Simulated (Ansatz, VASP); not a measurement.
# AsH2 in two plane-wave programs

Aim: how closely do two programs agree when they are given the same cell, functional and k mesh? The two relaxations start from unlike cells of this crystal (the structure described is Ansatz's start), so only their ends are compared.

Main program and level: Ansatz 0.2.0; plane waves, with VASP 6.6.1 beside it; relaxation of cell and atoms at PBE.

**1. The structure**

The structure is cubic, space group Fm-3m (No. 225). Conventional cell: a = 4.518 Å, b = 4.518 Å, c = 4.518 Å, α = 90.00°, β = 90.00°, γ = 90.00°. Nearest to As lie 8 H at 1.96 Å. H has 4 As at 1.96 Å nearest. Farther neighbours are not listed.

**2. Ansatz: relaxation of cell and atoms, PBE**

Ansatz runs on its PAW soft_1 files.

The relaxed volume is the usual yardstick between codes: in a stiff, nearly cubic crystal its relative difference is about their pressure difference at one cell divided by the bulk modulus.

input.yaml

```yaml
crystal:
  lattice:
    - [0.0, 2.259, 2.259]
    - [2.259, 0.0, 2.259]
    - [2.259, 2.259, 0.0]
  atoms:
    - { symbol: As, position: [0.0, 0.0, 0.0] }
    - { symbol: H, position: [0.75, 0.75, 0.75] }
    - { symbol: H, position: [0.25, 0.25, 0.25] }
kpoints:
  mp_grid: { grid: [10, 10, 10] }
scf:
  occupations: { method: fermi_dirac, width: 0.05 }
hamiltonian:
  xc: pbe
  pseudopotentials: { kind: paw, azcp: { folder: soft_1 } }
relax:
  f_tol: 0.015
  max_steps: 70
  cell: {}
output:
  forces: true
  stress: true
```

Launch:

```sh
$ ansatz run input.yaml --threads 4 --pin off --max-ram 8192MiB --backend cpu --events-out ev --progress --plain --runs-dir out
```

Numbers of over 12 decimals in the logs are rounded to 6 here.

The program printed:

```text
Engine: ansatz 0.2.0, aarch64-unknown-linux-gnu
Pseudopotentials: kind: paw
Pseudopotential: As, paw, valence charge 15, recommended cutoff 420 eV (normal), soft_1/As.paw.azcp
Pseudopotential: H, paw, valence charge 1, recommended cutoff 420 eV (normal), soft_1/H.paw.azcp
Functional definition: PBE
  parameter kappa = 0.804
  parameter beta = 0.066725
  exchange = pbe_x(kappa = kappa, mu = beta*pi^2/3)
  correlation = pbe_c(beta = beta)
Crystal: 3 atoms, lattice volume = 23.056 Å³
Basis set: ecut = 420 eV, 459 PW (Γ), exchange–correlation on 48×48×48 points (8 copies of the dense FFT grid, shifted against one another)
Bands: 13, of which v1, the nominal top of the filled ones, is band 9 counted from 1 (8 counted from 0)
Symmetry: 48 space group operations
Space group: Fm-3m (ITA 225), of the structure as read, at distance tolerance 2.8e-5 Å
k-points: 47 of 1000
Non-local potential: As, projectors of the file, l = 0: 2, l = 1: 2, l = 2: 3, l = 3: 1
Non-local potential: H, projectors of the file, l = 0: 2, l = 1: 1
PAW form: soft (Blöchl's): semilocal exchange-correlation on the pseudo side does not see the compensation charge
PAW one-centre angular grid: As, 590 points (default); XC on 64 Gauss nodes
PAW one-centre angular grid: H, 110 points (default); XC on 64 Gauss nodes
Initial density: superposition of atomic densities (chi_scale 0.1, normalization cell, long waves kept (reshape's long-wave potential 0.00 eV rms))
Initial wavefunctions: pseudopotential atomic-orbital guess
Functional: x = pbe(κ = 0.804, μ = 0.219515), c = pbe(β = 0.066725)
SCF iter   1: F=—  HF=-4885.423148 eV  |F-HF|=—  |Δ(HF+E_count)|=         —  Δρ=5.10e-2  dr2=5.35e-1  ethr=3.10e-3  ⟨swp⟩=5.1  Hψ=3211  notcnv=0
preconditioner: auto → none  [metal: Δε(μ)=0.046 eV  Ē_g=14.027 eV  σ=0.050 eV  W_gap=0.22  n_scr=8 (ndim 8)  ℏωp=20.5 eV  f_vac=0.000  D(μ)=0.76/eV (n_scr^D=8)  sad-step TF]
SCF iter   2: F=—  HF=-4885.301124 eV  |F-HF|=—  |Δ(HF+E_count)|=   1.22e-1  Δρ=2.77e-2  dr2=1.72e-1  ethr=3.10e-3  ⟨swp⟩=2.0  Hψ=1142  notcnv=0  defer=17
SCF iter   3: F=—  HF=-4885.249857 eV  |F-HF|=—  |Δ(HF+E_count)|=   5.13e-2  Δρ=2.88e-3  dr2=9.53e-4  ethr=1.01e-3  ⟨swp⟩=2.6  Hψ=913  notcnv=0  defer=17
SCF iter   4: F=—  HF=-4885.250497 eV  |F-HF|=—  |Δ(HF+E_count)|=   6.39e-4  Δρ=7.29e-4  dr2=9.12e-5  ethr=5.61e-6  ⟨swp⟩=2.0  Hψ=1275  notcnv=0  defer=17
SCF iter   5: F=—  HF=-4885.250371 eV  |F-HF|=—  |Δ(HF+E_count)|=   1.25e-4  Δρ=1.51e-4  dr2=4.59e-6  ethr=5.37e-7  ⟨swp⟩=2.0  Hψ=991  notcnv=0  defer=17
SCF iter   6: F=-4885.250370 eV  HF=-4885.250370 eV  |F-HF|=4.02e-8  |Δ(HF+E_count)|=   1.13e-6  Δρ=2.11e-5  dr2=4.70e-8  ethr=5.88e-10  ⟨swp⟩=3.0  Hψ=2407  notcnv=0
SCF 1 converged in 6 iterations: F = -4885.250370 eV  dr2 = 4.70e-8
  greatest PAW one-centre occupation: 0.999 electrons in one spin orbital (limit 2), on the As atom at site 0 (counted from 0), in its partial waves of l = 2
relax step   1: F+E_penalty+E_count = -4885.25037018 eV  Δ(F+E_penalty+E_count) = +0.000e0 eV  max|allowed force component| = 5.011e-18 eV/Å  Δτ_max = 0.0000 Å  P = +21.782 GPa  Ω = 23.056 Å³  (6 SCF iters, dr2 threshold 1.00e-7 eV, accepted)
[...]
relax step   3: F+E_penalty+E_count = -4885.53219914 eV  Δ(F+E_penalty+E_count) = -1.603e-2 eV  max|allowed force component| = 8.095e-18 eV/Å  Δτ_max = 0.0000 Å  P = +0.820 GPa  Ω = 27.663 Å³  energy of the carried Pulay correction = -4.579e-3 eV  (4 SCF iters, dr2 threshold 3.00e-7 eV, accepted)
[...]
relax step   4: F+E_penalty+E_count = -4885.53265987 eV  Δ(F+E_penalty+E_count) = -4.607e-4 eV  max|allowed force component| = 6.168e-18 eV/Å  Δτ_max = 0.0000 Å  P = +0.045 GPa  Ω = 27.921 Å³  energy of the carried Pulay correction = -4.811e-3 eV  (3 SCF iters, dr2 threshold 3.00e-7 eV, accepted)
[...]
relax step   5: F+E_penalty+E_count = -4885.54023623 eV  Δ(F+E_penalty+E_count) = -7.576e-3 eV  max|allowed force component| = 8.818e-18 eV/Å  Δτ_max = 0.0000 Å  P = +0.246 GPa  Ω = 27.921 Å³  stress off target by 2.46e-1 GPa  SCF on the basis re-selected at this cell (its energy is not comparable with the rows above)  (6 SCF iters)
[...]
relax step   6: F+E_penalty+E_count = -4885.54024186 eV  Δ(F+E_penalty+E_count) = -5.630e-6 eV  max|allowed force component| = 5.782e-18 eV/Å  Δτ_max = 0.0000 Å  P = +0.009 GPa  Ω = 28.003 Å³  energy of the carried Pulay correction = -6.012e-5 eV  (3 SCF iters, dr2 threshold 1.51e-7 eV, accepted)
[...]
relax step   7: F+E_penalty+E_count = -4885.54030247 eV  Δ(F+E_penalty+E_count) = -6.061e-5 eV  max|allowed force component| = 3.469e-18 eV/Å  Δτ_max = 0.0000 Å  P = +0.009 GPa  Ω = 28.003 Å³  stress off target by 9.22e-3 GPa  SCF on the basis re-selected at this cell (its energy is not comparable with the rows above)  (4 SCF iters)
basis re-selected at this cell: Δ(F+E_penalty+E_count) = -6.061e-5 eV, ΔP = +0.000 GPa vs the last step (what re-selecting the basis moved, of the pressure what is left beyond the Pulay correction that the steps carried, after the strain that the cell walked since its last selection, with what the two solves' SCF thresholds leave and, on support functions, any second-order correction that the steps lacked; it is no m [...]
SCF converged after 4 iterations
Free energy (F): -4885.540302 eV
Harris-Foulkes:  -4885.540302 eV  (|F-HF|=5.46e-12)
Internal energy: -4885.534094 eV  (E = F + TS)
E sigma→0 (E₀):  -4885.537198 eV
Entropy (-TS):   -0.006208 eV (-2.069 meV/atom)
Fermi energy:    8.420175 eV
--- Per-component energies (eV) ---
  E_band       = -264.389876
  E_kinetic    = 120.880841
  E_local      = -1982.758821  (includes V_loc(G=0)·N_el)
  E_nonlocal   = -391.671611
  E_hartree    = 1099.177713
  E_xc         = -87.148562
  E_vxc        = -95.471318  (∫ρ·V_xc dr)
  E_paw        = -2014.416571  (= ΣΔE_a)
  E_vpaw       = -113.722476  (= ΣTr[D̂ρ^β])
  E_aug_tail   = -0.001911  (compensation charges beyond the density's cutoff)
  E_ewald      = -1629.595172
  E_smearing   = -0.006208  (= −TS)
  E_closure    = 0.000000  (closes the sum)
  Σ components = -4885.540302   (vs F -4885.540302, Δ=0.00e0)
--- Forces (eV/Å), atoms counted from 1 ---
  atom   1  As    -0.00000000     0.00000000    -0.00000000
  atom   2  H      0.00000000     0.00000000    -0.00000000
  atom   3  H     -0.00000000     0.00000000    -0.00000000
  max |Σ_I F_I| component: 5.20e-18 eV/Å
--- Stress (GPa, compression-positive) ---
        0.009215       0.000000       0.000000
        0.000000       0.009215       0.000000
        0.000000       0.000000       0.009215
  P = ⅓ Tr σ = 0.0092 GPa (0.092 kbar)
--- Relaxed structure (5 steps of the walk, 5 accepted, 2 SCFs on fresh bases) ---
  F+E_penalty+E_count = -4885.54030247 eV   max|allowed force component| = 3.469e-18 eV/Å   (the final SCF, on the basis selected at the relaxed cell)
  cell:  # Å, volume = 28.0034 Å³
    - [0, 2.410241, 2.410241]
    - [2.410241, 0, 2.410241]
    - [2.410241, 2.410241, 0]
  atoms:
    - { symbol: As, position: [0, 0, 0] }
    - { symbol: H, position: [0.750000, 0.750000, 0.750000] }
    - { symbol: H, position: [0.250000, 0.25, 0.25] }
```

In the SCF lines HF is the Harris–Foulkes energy and dr2 the Hartree energy of the density residual, in eV; the loop may stop once dr2 is under the threshold and the program's other checks hold. Hψ counts applications of the Hamiltonian.

**3. VASP: relaxation of cell and atoms, PBE**

Its own start cell and the same functional, mesh and smearing now go to VASP, with its own data sets.

Lines of VASP's logs that name or quote its potential files are left out, and so is its time.

INCAR

```
SYSTEM = AsH2
PREC = Accurate
ENCUT = 500
EDIFF = 1E-07
NELM = 120
ISMEAR = -1
SIGMA = 0.05
LREAL = .FALSE.
ALGO = Normal
GGA = PE
NBANDS = 9
LORBIT = 11
LWAVE = .FALSE.
LCHARG = .FALSE.
ISIF = 3
IBRION = 2
NSW = 80
EDIFFG = -0.005
LASPH = .TRUE.
GGA_COMPAT = .FALSE.
NELMIN = 4
```

POSCAR

```
AsH2
1.0
    0.0000000000      2.4082553236      2.4082553236
    2.4082553236      0.0000000000      2.4082553236
    2.4082553236      2.4082553236      0.0000000000
As H
1 2
Direct
    0.0000000000      0.0000000000      0.0000000000
    0.7500000000      0.7500000000      0.7500000000
    0.2500000000      0.2500000000      0.2500000000
```

KPOINTS

```
Automatic mesh
0
Gamma
10 10 10
0 0 0
```

Potentials, in the order of the species: As and H (PBE family, release 64).

Launch:

```sh
$ mpirun -np 1 vasp_std
```

The program printed:

```text
[banner, memory and clock lines left out]
running    1 mpi-ranks, on    1 nodes
 distrk:  each k-point on    1 cores,    1 groups
 distr:  one band on    1 cores,    1 groups

 POSCAR found type information on POSCAR AsH
 POSCAR found :  2 types and       3 ions
 LDA part: xc-table for (Slater+PW92), standard interpolation
 POSCAR, INCAR and KPOINTS ok, starting setup
 FFT: planning ... GRIDC
 FFT: planning ... GRID_SOFT
 FFT: planning ... GRID
 WAVECAR not read
 entering main loop
       N       E                     dE             d eps       ncg     rms          rms(c)
DAV:   1     0.162284262679E+01    0.16228E+01   -0.28321E+03   854   0.581E+02
DAV:   2    -0.907448406146E+01   -0.10697E+02   -0.10307E+02  1242   0.723E+01
DAV:   3    -0.928061758110E+01   -0.20613E+00   -0.20572E+00   969   0.953E+00
DAV:   4    -0.928101912365E+01   -0.40154E-03   -0.40152E-03  1099   0.448E-01
DAV:   5    -0.928101941551E+01   -0.29186E-06   -0.29159E-06  1062   0.109E-02    0.335E+00
DAV:   6    -0.911977183139E+01    0.16125E+00   -0.25997E-01   874   0.219E+00    0.167E+00
DAV:   7    -0.909529777438E+01    0.24474E-01   -0.16654E-01   902   0.198E+00    0.464E-01
DAV:   8    -0.909659089264E+01   -0.12931E-02   -0.15510E-02   867   0.726E-01    0.133E-01
DAV:   9    -0.909587834526E+01    0.71255E-03   -0.25699E-03   922   0.230E-01    0.591E-02
DAV:  10    -0.909590867748E+01   -0.30332E-04   -0.16814E-04   970   0.861E-02    0.110E-02
DAV:  11    -0.909591167301E+01   -0.29955E-05   -0.63991E-06  1007   0.185E-02    0.296E-03
DAV:  12    -0.909591143637E+01    0.23664E-06   -0.20256E-06   945   0.684E-03    0.200E-03
DAV:  13    -0.909591127307E+01    0.16330E-06   -0.12982E-07   864   0.264E-03    0.536E-04
DAV:  14    -0.909591135005E+01   -0.76977E-07   -0.15354E-08   475   0.640E-04
   1 F= -.90959114E+01 E0= -.90928052E+01  d E =-.909591E+01
 curvature:   0.00 expect dE= 0.000E+00 dE for cont linesearch  0.000E+00
 trial: gam= 0.00000 g(F)=  0.944E-50 g(S)=  0.250E-04 ort = 0.000E+00 (trialstep = 0.100E+01)
 search vector abs. value=  0.250E-04
 bond charge predicted
       N       E                     dE             d eps       ncg     rms          rms(c)
DAV:   1    -0.909593747343E+01   -0.26200E-04   -0.29158E-04   896   0.933E-02    0.140E-02
DAV:   2    -0.909592979417E+01    0.76793E-05   -0.11992E-05   882   0.217E-02    0.732E-03
DAV:   3    -0.909592733562E+01    0.24586E-05   -0.76197E-06   892   0.138E-02    0.254E-03
DAV:   4    -0.909592713280E+01    0.20282E-06   -0.43999E-07   867   0.421E-03    0.585E-04
DAV:   5    -0.909592713008E+01    0.27268E-08   -0.28568E-08   459   0.950E-04
   2 F= -.90959271E+01 E0= -.90928218E+01  d E =-.157800E-04
 trial-energy change:   -0.000016  1 .order   -0.000016   -0.000025   -0.000008
 step:   1.7933(harm=  1.4648)  dis= 0.00000  next Energy=    -9.095930 (dE=-0.186E-04)
 reached required accuracy - stopping structural energy minimisation
```

From OUTCAR (step 3):

```text
ion  position               nearest neighbor table
   1  0.000  0.000  0.000-
   2  0.750  0.750  0.750-
   3  0.250  0.250  0.250-

  LATTYP: Found a face centered cubic cell.
 ALAT       =     4.8165106472

 Subroutine GETGRP returns: Found 48 space group operations
 (whereof 48 operations were pure point group operations)

The static configuration has the point symmetry O_h .

 Found     47 irreducible k-points:

   k-points           NKPTS =     47   k-points in BZ     NKDIM =     47   number of bands    NBANDS=      9

   dimension x,y,z NGX =    28 NGY =   28 NGZ =   28
   dimension x,y,z NGXF=    56 NGYF=   56 NGZF=   56

   ENCUT  =  500.0 eV  36.75 Ry    6.06 a.u.   6.21  6.21  6.21*2*pi/ulx,y,z

   NELECT =       7.0000    total number of electrons

 k-points in reciprocal lattice and weights: Automatic mesh
   0.00000000  0.00000000  0.00000000       0.001
   0.10000000  0.00000000  0.00000000       0.008
   0.20000000  0.00000000  0.00000000       0.008
   0.30000000  0.00000000  0.00000000       0.008
   0.40000000  0.00000000  0.00000000       0.008
   0.50000000  0.00000000  0.00000000       0.004
   0.10000000  0.10000000  0.00000000       0.006
   0.20000000  0.10000000  0.00000000       0.024
   0.30000000  0.10000000  0.00000000       0.024
[...]
-0.30000000  0.40000000  0.20000000       0.024
  -0.30000000  0.50000000  0.20000000       0.012

 average (electrostatic) potential at core
       1 -51.0149       2 -32.8347       3 -32.8347

 E-fermi :   4.5982

 k-point     1 :       0.0000    0.0000    0.0000
  band No.  band energies     occupation
      1     -10.2103      2.00000
      2       4.8337      0.01783
      3       6.9196      0.00000
      4       6.9196      0.00000
      5       6.9196      0.00000
      6       8.2450      0.00000
    ...

 k-point     2 :       0.1000    0.0000    0.0000
  band No.  band energies     occupation
      1     -10.0376      2.00000
      2       4.2284      1.99877
      3       5.4257      0.00000
      4       6.7518      0.00000
      5       6.7518      0.00000
      6       9.3353      0.00000
      7      13.2885      0.00000
    ...

 k-point     3 :       0.2000    0.0000    0.0000
  band No.  band energies     occupation
      1      -9.5271      2.00000
      2       1.9075      2.00000
      3       4.7813      0.05008
      4       6.3811      0.00000
      5       6.3811      0.00000
      6      10.0985      0.00000
      7      13.7514      0.00000
    ...

  Total        0.0072165      0.0072165      0.0072165      0.0000000      0.0000000     -0.0000000
  in kB        0.4134512      0.4134512      0.4134512      0.0000000      0.0000000     -0.0000000
  external PRESSURE =       0.4134512 kB  Pullay stress =       0.0000000 kB

  energy-cutoff  :      500.00
  volume of cell :       27.96
      direct lattice vectors                 reciprocal lattice vectors
    -0.000000000  2.409136093  2.409136093    -0.207543277  0.207543277  0.207543277
     2.409136093 -0.000000000  2.409136093     0.207543277 -0.207543277  0.207543277
     2.409136093  2.409136093  0.000000000     0.207543277  0.207543277 -0.207543277

 POSITION                                       TOTAL-FORCE (eV/Angst)
 -----------------------------------------------------------------------------------
      2.40914      2.40914      0.00000         0.000000     -0.000000     -0.000000
      3.61370      3.61370      3.61370        -0.000000     -0.000000     -0.000000
      1.20457      1.20457      1.20457         0.000000      0.000000      0.000000
 -----------------------------------------------------------------------------------
    total drift:                                0.000000      0.000000      0.000000

  FREE ENERGIE OF THE ION-ELECTRON SYSTEM (eV)
  ---------------------------------------------------
  free  energy   TOTEN  =        -9.0959271301 eV

  energy  without entropy=       -9.0897165694  energy(sigma->0) =       -9.09282185

 reached required accuracy - stopping structural energy minimisation

 total charge
# of ion       s       p       d       tot
------------------------------------------
    1        1.352   1.183   0.063   2.599
    2        0.456   0.018   0.000   0.474
    3        0.456   0.018   0.000   0.474
--------------------------------------------------
tot          2.265   1.219   0.063   3.547

[... 3 further parts left out ...]
```

CONTCAR:

```
AsH2
   1.00000000000000
    -0.0000000000000000    2.4091360930886778    2.4091360930886778
     2.4091360930886778   -0.0000000000000000    2.4091360930886778
     2.4091360930886778    2.4091360930886778    0.0000000000000000
  As              H
     1     2
Direct
     0.0000000000000000    0.0000000000000000    1.0000000000000000
     0.7500000000000000    0.7500000000000000    0.7500000000000000
     0.2500000000000000    0.2500000000000000    0.2500000000000000
```

The run keeps the 48 symmetry operations of its start, so it cannot find a distortion of lower symmetry.

**4. Side by side**

Known differences besides the potentials themselves: the data sets hold 17 valence electrons in Ansatz (on its PAW soft_1 files) and 7 in VASP; the cutoff is 420 eV in Ansatz and 500 eV in VASP; Ansatz adds a Pulay correction to the stress that steers its cell, VASP none. Total energies have different zeros and are not compared.

The two programs side by side:

```csv
quantity,Ansatz,VASP,difference
volume (Å³),28.00,27.96,+0.14 %
"edge a after relaxation, in the typed setting (Å)",3.409,3.407,+0.05 %
```

**5. Summary of results**

```yaml
difference_in_volume_relaxation_of_cell_and_atoms_pbe: 0.14 %
```

**Reading.** The difference in volume is 0.14 % (relaxation of cell and atoms, PBE), within the 1.2 % picked in this series as the mark of a large difference, as far as the stopping tolerances let one tell. The data sets hold unlike numbers of valence electrons (17 in Ansatz and 7 in VASP), so part of the differences comes from the potentials. Such differences can come from data sets, numerical settings and the points named under the comparisons, not from the functional's error against experiment.

[Lines on the potential files, build, host, timing and source positions are cut from VASP's logs without a mark.]

[Logs are printed without paths, hosts, clocks, repeated set-up lines and the standing remarks that a program may print on its own settings, such as how far it seeks lower states.]

[Hosts, paths, dates, database ids (printed as entryN), source tags and the programs' standing remarks are cut or masked in the printed files.]
